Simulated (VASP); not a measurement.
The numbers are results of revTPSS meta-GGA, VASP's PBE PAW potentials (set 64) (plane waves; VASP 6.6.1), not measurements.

VASP input:

File KPOINTS:
```
Automatic mesh
0
Gamma
9 9 9
0 0 0
```

### INCAR
```
SYSTEM = AuAl2
PREC = Accurate
ENCUT = 520
EDIFF = 1E-7
NELM = 100
ALGO = Normal
LREAL = .FALSE.
LASPH = .TRUE.
ISMEAR = 1
SIGMA = 0.1
METAGGA = RTPSS
LMIXTAU = .TRUE.
LMAXMIX = 6
LWAVE = .FALSE.
LCHARG = .FALSE.
ISIF = 2
```

POSCAR:
```
AuAl2
1.0
  0.0000000000   3.0588384673   3.0588384673
  3.0588384673   0.0000000000   3.0588384673
  3.0588384673   3.0588384673   0.0000000000
Al Au
2 1
Cart
  1.5294192337   1.5294192337   1.5294192337
  4.5882577010   4.5882577010   4.5882577010
  0.0000000000   0.0000000000   0.0000000000
```

POTCAR, in this order: Al Au (PBE.64 set). Program: vasp_std.

The resulting files:

**OSZICAR**
```
       N       E                     dE             d eps       ncg     rms          rms(c)
DAV:   1     0.136160293552E+03    0.13616E+03   -0.79441E+03   960   0.147E+03
DAV:   2     0.342928178929E+02   -0.10187E+03   -0.91940E+02  1244   0.348E+02
DAV:   3     0.291639494325E+02   -0.51289E+01   -0.49424E+01  1308   0.892E+01
DAV:   4     0.290363920910E+02   -0.12756E+00   -0.12700E+00  1352   0.167E+01
DAV:   5     0.290333669891E+02   -0.30251E-02   -0.30241E-02  1352   0.276E+00    0.889E+00
DAV:   6     0.268640861922E+02   -0.21693E+01   -0.18289E+01   868   0.569E+01    0.421E+00
DAV:   7     0.267903807478E+02   -0.73705E-01   -0.21330E+00  1000   0.166E+01    0.372E+00
DAV:   8     0.267097639703E+02   -0.80617E-01   -0.84714E-01   876   0.948E+00    0.177E+00
DAV:   9     0.266766880053E+02   -0.33076E-01   -0.39461E-01   860   0.672E+00    0.133E+00
DAV:  10     0.266346333200E+02   -0.42055E-01   -0.17839E-01   888   0.525E+00    0.135E-01
DAV:  11     0.266334958092E+02   -0.11375E-02   -0.49125E-03   980   0.653E-01    0.947E-02
DAV:  12     0.266332568823E+02   -0.23893E-03   -0.77988E-04   928   0.269E-01    0.521E-02
DAV:  13     0.266331267447E+02   -0.13014E-03   -0.91572E-05   932   0.110E-01    0.238E-02
DAV:  14     0.266331268706E+02    0.12594E-06   -0.71353E-05   912   0.103E-01    0.952E-03
DAV:  15     0.266331235767E+02   -0.32939E-05   -0.19636E-05   864   0.565E-02    0.416E-03
DAV:  16     0.266331190008E+02   -0.45759E-05   -0.35449E-06   904   0.250E-02    0.209E-03
DAV:  17     0.266331188622E+02   -0.13862E-06   -0.37319E-07   952   0.766E-03    0.869E-04
DAV:  18     0.266331188063E+02   -0.55901E-07   -0.16650E-07   700   0.615E-03
   1 F= 0.26633119E+02 E0= 0.26633889E+02  d E =-.231015E-02
```

OUTCAR:
```
------------------------ aborting loop because EDIFF is reached ----------------------------------------
  FORCE on cell =-STRESS in cart. coord.  units (eV):
  Direction    XX          YY          ZZ          XY          YZ          ZX
  --------------------------------------------------------------------------------------
  Total       -2.0500128     -2.0500128     -2.0500128     -0.0000000     -0.0000000      0.0000000
  in kB      -57.3809243    -57.3809243    -57.3809243     -0.0000000     -0.0000000      0.0000000
  external PRESSURE =     -57.3809243 kB  Pullay stress =       0.0000000 kB
  volume of cell :       57.24
      direct lattice vectors                 reciprocal lattice vectors
     0.000000000  3.058838467  3.058838467    -0.163460740  0.163460740  0.163460740
     3.058838467  0.000000000  3.058838467     0.163460740 -0.163460740  0.163460740
     3.058838467  3.058838467  0.000000000     0.163460740  0.163460740 -0.163460740
 POSITION                                       TOTAL-FORCE (eV/Angst)
 -----------------------------------------------------------------------------------
      1.52942      1.52942      1.52942        -0.000000     -0.000000      0.000000
      4.58826      4.58826      4.58826         0.000000      0.000000     -0.000000
      0.00000      0.00000      0.00000         0.000000     -0.000000     -0.000000
 -----------------------------------------------------------------------------------
    total drift:                                0.000000     -0.000000      0.000000
  FREE ENERGIE OF THE ION-ELECTRON SYSTEM (eV)
  ---------------------------------------------------
  free  energy   TOTEN  =        26.6331188063 eV

  energy  without entropy=       26.6354289526  energy(sigma->0) =       26.63388886
```
(Selected blocks of OUTCAR.)

The compound is AuAl2 in the fluorite structure. This cell is one point of a volume scan, at 1.06 of the reference volume. The electron count is odd and the run is not spin-polarised, which forces a metal.
